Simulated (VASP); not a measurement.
Runs of VASP 6.6.1 on SnTe. It takes space group Fm-3m (No. 225, cubic). Conventional cell: a = 6.302 Å, b = 6.302 Å, c = 6.302 Å, α = 90.00°, β = 90.00°, γ = 90.00°. Sn (site symmetry m-3m) is surrounded by 6 Te at 3.15 Å. Te (site symmetry m-3m) is surrounded by 6 Sn at 3.15 Å. 

```tsv
k mesh	cutoff (eV)	mesh quality	gap on the mesh (eV)	pressure (GPa)
8 × 8 × 8	520	not flagged	0.10	2.3
4 × 4 × 4	520	coarse	0.09	(a)
6 × 6 × 6	250	not flagged	0.10	-
6 × 6 × 6	520	not flagged	0.10	2.2
6 × 6 × 6	350	not flagged	0.10	2.0
6 × 6 × 6	700	not flagged	0.10	2.2
12 × 12 × 12	520	not flagged	0.10	2.3
10 × 10 × 10	520	not flagged	0.10	2.2
6 × 6 × 6	600	not flagged	0.10	2.2
6 × 6 × 6	400	not flagged	0.10	2.2
6 × 6 × 6	300	not flagged	0.10	2.0
6 × 6 × 6	450	not flagged	0.10	2.2
```

Alike in all rows: task single point; level PBE; potentials or basis VASP PAW PBE potentials, release 64 (Sn_d, Te); no spin polarisation; cell as given; smearing gaussian 0.02 eV.

Task: Estimate the missing entries.

Result: (a) 1.5.

Caveats: some runs use coarse meshes; spin-orbit coupling is left out, which moves the levels of the heavy elements; the cutoff is under 1.25 times the usual one of these potentials, so pressure, stress and relaxed cells hold a basis-set (Pulay) error (some runs).

A k mesh can miss the band edges, and the runs leave out spin-orbit coupling on Sn, Te.

Not every run made on this cell is shown here.
